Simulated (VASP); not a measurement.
NiMoIrPdW:

```
CELL_PARAMETERS angstrom
4.11705 0.00000 0.00000
-2.05853 3.56547 0.00000
0.00000 0.00000 5.44580
ATOMIC_POSITIONS crystal
Ni 0.00000 0.00000 0.95775
Mo 0.66667 0.33333 0.96161
Pd 0.66667 0.33333 0.46295
Ir 0.33333 0.66667 0.72572
W 0.33333 0.66667 0.23642
```

The cell was built by a generator and needn't be a form met in nature.

- Program: VASP 6.6.1
- Task: single point
- Functional: PBE
- Potentials or basis: VASP PAW PBE potentials, release 64 (Ni, Mo_sv, Pd, Ir, W_sv)
- Cutoff: 520 eV
- k mesh: 8 × 8 × 5
- Occupations: fermi-dirac, width 0.05 eV
- Spin: collinear spin, ferromagnetic start
- Starting moments: [1.0, 1.0, 0.0, 0.6, 0.0] μB

On this cell: pressure 0.2 GPa; largest force 0.041 eV/Å; net moment 0.00 μB per cell; band gap on the k mesh none (metal or under the smearing width).

The same run follows on a disturbed copy (atoms moved at random, drawn with an rms of 0.05 Å):

```
Ni Mo Pd Ir W
1.0
     4.11705    0.00000    0.00000
    -2.05853    3.56547    0.00000
     0.00000    0.00000    5.44580
Ni Mo Pd Ir W
1 1 1 1 1
Direct
  0.99229 0.99519 0.95688
  0.67949 0.33550 0.95727
  0.67010 0.33714 0.46699
  0.33770 0.67560 0.72219
  0.33196 0.66136 0.23611
```

Task: What does the disturbed cell give?

Result: The energy (extrapolated to zero smearing) moves by +10.5 meV/atom; pressure 0.3 GPa; largest force 0.999 eV/Å; net moment 0.00 μB per cell; band gap on the k mesh none (metal or under the smearing width).

Forces in eV/Å, atoms in the order of the input:
```
Ni   0.764  0.336 -0.048
Mo  -0.848 -0.168  0.499
Pd  -0.106 -0.068 -0.504
Ir   0.131 -0.248  0.222
W    0.060  0.148 -0.169
```

Stress tensor (GPa, compression positive):
```
 0.24 -1.01 -0.26
-1.01  0.67 -0.09
-0.26 -0.09  0.06
```
